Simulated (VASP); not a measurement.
Given:

```xyz
4
Lattice="4.5288 2.2644 2.2644 2.2644 4.5288 2.2644 2.2644 2.2644 4.5288" Properties=species:S:1:pos:R:3 pbc="T T T"
Mn     0.0000     0.0000     0.0000
Mn     4.5288     4.5288     4.5288
O      2.2644     2.2644     2.2644
O      6.7932     6.7932     6.7932
```
Starting moments (μB, in the order of the record's atoms Mn Mn O O): 5.0 -5.0 0.0 0.0.

The numbers are results of PBE GGA, VASP's PBE PAW potentials (set 64) (plane waves; VASP 6.6.1), not measurements. Settings: 520 eV cut-off, KSPACING 0.35 per Å, Gaussian smearing of 0.050 eV, potentials Mn_pv O.

Problem. Estimate the cell moment, energy per atom (σ→0), pressure.

Solution. 
```
Property                       Result
---------------------  --------------
cell moment                   0.00 μB
energy per atom (σ→0)  -8.261 eV/atom
pressure                   -77.8 kbar
```

Problem. Give the moment on each site (PAW-sphere projection).

Solution. 
```json
[
 {"site": "Mn1", "moment (μB)": "4.37"},
 {"site": "Mn2", "moment (μB)": "-4.37"},
 {"site": "O3", "moment (μB)": "0.00"},
 {"site": "O4", "moment (μB)": "0.00"}
]
```

The compound is MnO in the rock salt, AFM-II order structure. The cell was not relaxed at this level. The run is one of a series of settings (KGAMMA = .TRUE., KSPACING = 0.35, KPOINTS file removed against the base run), some of them coarse on purpose.
